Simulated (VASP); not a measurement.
OSZICAR of a VASP run on TiSb (a trial cell in the NbAs structure, space group I4_1md):

**OSZICAR**
```
       N       E                     dE             d eps       ncg     rms          rms(c)
DAV:   1     0.307687004094E+03    0.30769E+03   -0.14379E+04  2534   0.137E+03
DAV:   2     0.109656876673E+02   -0.29672E+03   -0.29172E+03  2579   0.419E+02
DAV:   3    -0.258615360561E+02   -0.36827E+02   -0.36147E+02  4435   0.127E+02
DAV:   4    -0.291997233927E+02   -0.33382E+01   -0.33182E+01  3624   0.338E+01
DAV:   5    -0.294738491749E+02   -0.27413E+00   -0.27404E+00  3644   0.780E+00    0.135E+01
DAV:   6    -0.262238913886E+02    0.32500E+01   -0.61297E+01  3218   0.500E+01    0.855E+00
DAV:   7    -0.251187850361E+02    0.11051E+01   -0.17224E+01  3225   0.261E+01    0.336E+00
DAV:   8    -0.250579672686E+02    0.60818E-01   -0.18768E+00  3489   0.840E+00    0.146E+00
DAV:   9    -0.250248696046E+02    0.33098E-01   -0.25654E-01  3345   0.366E+00    0.434E-01
DAV:  10    -0.250267744731E+02   -0.19049E-02   -0.22612E-02  3507   0.107E+00    0.228E-01
DAV:  11    -0.250262287736E+02    0.54570E-03   -0.41450E-03  3406   0.423E-01    0.338E-02
DAV:  12    -0.250262429451E+02   -0.14172E-04   -0.13706E-04  3959   0.754E-02    0.143E-02
DAV:  13    -0.250262375905E+02    0.53546E-05   -0.36740E-05  3077   0.342E-02    0.699E-03
DAV:  14    -0.250262376882E+02   -0.97665E-07   -0.19459E-06  2396   0.117E-02
   1 F= -.25026238E+02 E0= -.25025412E+02  d E =-.247667E-02
```

Problem. Which electronic solver shows in the log?

Solution. It is blocked Davidson (ALGO = Normal, or the opening steps of other solvers). The INCAR had ALGO = Normal.

Problem. Can the final energy be trusted as converged?

Solution. The run converged. It stopped with EDIFF = 1E-6, NELM = 100 (PBE GGA, plane waves, VASP's PBE PAW potentials (set 64)).

The structure was generated: TiSb was put into the NbAs type (I4_1md), which need not be its known phase. The cell was not relaxed at this level. The run is one of a series of settings (KPOINTS 8×8×8 Γ-centred mesh against the base run), some of them coarse on purpose.
